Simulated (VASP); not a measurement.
```
CELL_PARAMETERS angstrom
      0.00000     1.95574     1.95574
      1.95574     0.00000     1.95574
      1.95574     1.95574     0.00000
ATOMIC_POSITIONS crystal
  Pd 0.00000 0.00000 0.00000
```

The numbers are results of r2SCAN meta-GGA, VASP's PBE PAW potentials (set 64) (plane waves; VASP 6.6.1), not measurements. Run with 480 eV cut-off, 14×14×14 Γ-centred mesh, first-order Methfessel-Paxton smearing of 0.10 eV, potentials Pd.

Energy and stress use the plane-wave basis of the starting cell.

Task: The ions, cell shape and volume at an external pressure of 5.0 GPa are relaxed. Which structure does the run end with?

Result: 
```
CELL_PARAMETERS angstrom
      0.00000     1.94101     1.94101
      1.94101     0.00000     1.94101
      1.94101     1.94101     0.00000
ATOMIC_POSITIONS crystal
  Pd 0.00000 0.00000 0.00000
```
Space group Fm-3m (225), at a tolerance of 0.03 Å.

Task: How do energy and volume change from the first to the last step?

Result: The energy (σ→0) changes by +5.5 meV/atom and the volume by -2.2 %, in 3 ionic steps.

| step | E(σ→0) (eV) | max force (eV/Å) | pressure (GPa) | volume (Å³) |
|---|---|---|---|---|
| 1 | -22.9353 | 0.000 | 0.46 | 14.96 |
| 2 | -22.8967 | 0.000 | 14.21 | 14.06 |
| 3 | -22.9297 | 0.000 | 4.97 | 14.63 |

The compound is Pd in the fcc structure. This run relaxes it under an external pressure of 5 GPa. Symmetry was kept, so distortions that lower it aren't found.
